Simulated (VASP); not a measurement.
# CdSe with PBE: from relaxation to properties, part 2 of 2

Wanted: the relaxed cell of CdSe and its properties. The start is a computed cell from the Materials Project.

VASP 6.6.1; PBE; plane waves and PAW (Cd, Se).

So far, gap on the k-mesh (eV): step 2 (relaxing cell and atoms (PBE)) 0.495; step 4 (density, ELF and potential (PBE)) 0.495; step 6 (density of states (PBE)) 0.498; step 7 (volume scan with PBE, volume scale 0.94) 0.624; step 8 (volume scan with PBE, volume scale 0.96) 0.580.

## 11. Volume scan with PBE, volume scale 1.02

Input file INCAR:

```
SYSTEM = CdSe
PREC = Accurate
ENCUT = 400
EDIFF = 1E-06
NELM = 100
ISMEAR = 0
SIGMA = 0.05
LREAL = .FALSE.
ALGO = Normal
GGA = PE
NBANDS = 15
LORBIT = 11
LWAVE = .FALSE.
LCHARG = .FALSE.
KPAR = 2
ISIF = 2
```

Input file POSCAR:

```
CdSe
1.0
    0.0000000000      3.1154845696      3.1154845696
    3.1154845696      0.0000000000      3.1154845696
    3.1154845696      3.1154845696      0.0000000000
Cd Se
1 1
Direct
    0.0000000000      0.0000000000      0.0000000000
    0.7500000000      0.7500000000      0.7500000000
```

Input file KPOINTS:

```
Automatic mesh
0
Gamma
6 6 6
0 0 0
```

Potentials, in the order of the species: Cd and Se (PBE family, release 64).

Run with:

```
$ mpirun -np 2 vasp_std
```

The job ended after 6.6 s (2 MPI ranks of Intel Xeon Platinum 8259CL at 2.50GHz (Skylake/Cascade Lake), shared host; peak memory 0.3 GiB; 12 s of CPU time).

The pressure falls from 0.03 to -0.85 GPa.

The run ends at a pressure of -0.85 GPa.

## 12. Volume scan with PBE, volume scale 1.04

INCAR is that of step 11.

Input file POSCAR:

```
CdSe
1.0
    0.0000000000      3.1357155558      3.1357155558
    3.1357155558      0.0000000000      3.1357155558
    3.1357155558      3.1357155558      0.0000000000
Cd Se
1 1
Direct
    0.0000000000      0.0000000000      0.0000000000
    0.7500000000      0.7500000000      0.7500000000
```

KPOINTS is that of step 11.

Run with:

```
$ mpirun -np 2 vasp_std
```

Run time: 8 s. Hardware: 2 MPI ranks; peak memory 0.3 GiB.

The pressure falls from -0.85 to -1.63 GPa.

The run ends at a pressure of -1.63 GPa.

## 13. Volume scan with PBE, volume scale 1.06

A prediction first. A parabola through the 6 pressures of evenly scaled cells so far, P = 0.03 -46.6 t +113 t² GPa with t = ln(V/V₁) and V₁ the volume at scale 1, gives -2.30 GPa at t = +0.0583.

INCAR is that of step 12.

Input file POSCAR:

```
CdSe
1.0
    0.0000000000      3.1556888048      3.1556888048
    3.1556888048      0.0000000000      3.1556888048
    3.1556888048      3.1556888048      0.0000000000
Cd Se
1 1
Direct
    0.0000000000      0.0000000000      0.0000000000
    0.7500000000      0.7500000000      0.7500000000
```

KPOINTS is that of step 12.

Run with:

```
$ mpirun -np 2 vasp_std
```

Elapsed: 6.6 s, on 2 MPI ranks; peak memory 0.31 GiB; 11 s of CPU time.

The pressure falls from -1.63 to -2.32 GPa. The parabola predicted -2.30 GPa, +0.02 GPa off.

## 14. The series together

Times are for 2 MPI ranks of Intel Xeon Platinum 8259CL at 2.50GHz (Skylake/Cascade Lake), shared host. Results by setting:

```tsv
no.	volume scale	energy above the lowest point (meV/atom)	pressure (GPa)	gap on the k-mesh (eV)	time	memory (GiB)
1	0.94	22.13	3.350	0.6241	5.4 s	0.28
2	0.96	10.58	2.117	0.5803	7.6 s	0.29
3	0.98	3.32	1.017	0.5374	5.6 s	0.28
4	1	0	0.03338	0.4953	7.8 s	0.3
5	1.02	0.23	-0.8478	0.454	6.6 s	0.3
6	1.04	3.47	-1.627	0.4137	8 s	0.3
7	1.06	9.44	-2.322	0.3742	6.6 s	0.31
```

## 15. Fit for PBE

This step: Birch-Murnaghan fit, PBE; plane waves and PAW (VASP 6.6.1).

Derived from the runs above.

This step gave:

```yaml
pressure_derivative_of_the_bulk_modulus: 4.942
r_m_s_error_of_the_fit: 2.59e-5 eV/atom
minimum_inside_the_sampled_range: yes
bulk_modulus: 44.82 GPa
equilibrium_volume_of_the_fit: 29.91 Å³/atom
```

The energy above the fitted minimum by volume:

```tsv
volume (Å³/atom)	energy above the fitted minimum (eV/atom)
27.87	0.0224
28.46	0.0109
29.05	0.00361
29.65	2.9e-4
30.24	5.2e-4
30.83	0.00376
31.43	0.00973
```

The fitted volume lies +0.89 % from the relaxed one. At a finite cutoff and mesh the minimum of the energy and the zero of the stress don't quite coincide, and the relaxation stops at a threshold.

## 16. Vibrations at Γ (PBE)

This step: PBE; plane waves and PAW (Cd, Se) (VASP 6.6.1).

Zone-centre modes test whether the atoms sit at a minimum within this cell. IBRION = 8 takes the force constants from linear response, which needs tightly converged orbitals.

Changes to INCAR since step 13:

```diff
@@ -3,3 +3,3 @@
 ENCUT = 400
-EDIFF = 1E-06
+EDIFF = 1E-08
 NELM = 100
@@ -15,2 +15,3 @@
 KPAR = 2
+IBRION = 8
 ISIF = 2
```

Input file POSCAR:

```
CdSe
1.0
    0.0000000000      3.0949873672      3.0949873672
    3.0949873672      0.0000000000      3.0949873672
    3.0949873672      3.0949873672      0.0000000000
Cd Se
1 1
Direct
    0.0000000000      0.0000000000      0.0000000000
    0.7500000000      0.7500000000      0.7500000000
```

KPOINTS is that of step 13.

Run with:

```
$ mpirun -np 2 vasp_std
```

The job ended after 57 s (2 MPI ranks; peak memory 0.45 GiB; 1.8 min of CPU time).

Energies printed during the response cycles are not total energies of the cell.

This step gave:

```yaml
pressure_of_the_cell: 0.02824 GPa
largest_force_of_the_cell: 0 eV/Å
fermi_energy: 0.7972 eV
gap_on_the_k_mesh: 0.4956 eV
least_direct_gap_on_the_k_mesh: 0.4956 eV
```

Transverse limit, no LO-TO splitting. Modes at Γ, with each element's share of the kinetic energy:

```tsv
mode	frequency (cm⁻¹)	symmetry	Cd %	Se %
1	-0.1	acoustic	59	41
2	-0.1	acoustic	59	41
3	-0.1	acoustic	59	41
4	157.5	T2	41	59
5	157.5	T2	41	59
6	157.5	T2	41	59
```

Displacements in mode 6 (157.5 cm⁻¹), the largest set to 1:
```
Cd1  0.00  0.70  0.00
Se2  0.00 -1.00  0.00
```

The three acoustic modes lie within 0.1 cm⁻¹ of zero, and all others are real. By the characters of their eigenvectors the optical modes sort into (cm⁻¹) Raman active: T2 158; infrared active: T2 158.

## 17. Results

```json
{
  "relaxed volume": "29.65 Å³/atom",
  "relaxed conventional cell a, b, c": "6.190, 6.190, 6.190 Å",
  "space group after relaxing, within 0.02 Å": "F-43m (No. 216)",
  "band gap": "0.495 eV, direct",
  "gap among the points of the DOS mesh alone, an upper bound": "0.498 eV",
  "bulk modulus from the fit": "44.8 GPa",
  "volume from the fit": "29.9 Å³/atom",
  "highest zone-centre mode": "158 cm⁻¹"
}
```

With PBE, CdSe relaxes to 29.65 Å³/atom in space group F-43m (held by the symmetry of the run), has a direct gap of 0.495 eV and has a bulk modulus of 44.8 GPa. Band structure (PBE): On this path the gap is direct, 0.50 eV, with the valence top at Γ and the conduction bottom at Γ. Vibrations at Γ (PBE): The highest mode in this list at Γ, 157.5 cm⁻¹, has its largest share on Se (59 % of the kinetic energy). Semilocal functionals usually underestimate gaps. Spin-orbit coupling is left out; it would split some degenerate bands. Modes at Γ alone can't show that the crystal is stable at other wave vectors, and the LO-TO splitting is not included. No search among competing phases was made, and a listed structure need not be the one stable at ambient conditions. All values are for a static lattice at zero temperature.

[Lines on the potential files, build, host, timing and source positions are cut from VASP's logs without a mark.]

[Logs are printed without paths, hosts, clocks, repeated set-up lines and the standing remarks that a program may print on its own settings, such as how far it seeks lower states.]

[Hosts, paths, dates, database ids (printed as entryN), source tags and the programs' standing remarks are cut or masked in the printed files.]

[A measured line is paired with the nearest computed mode of its activity, which favours agreement.]
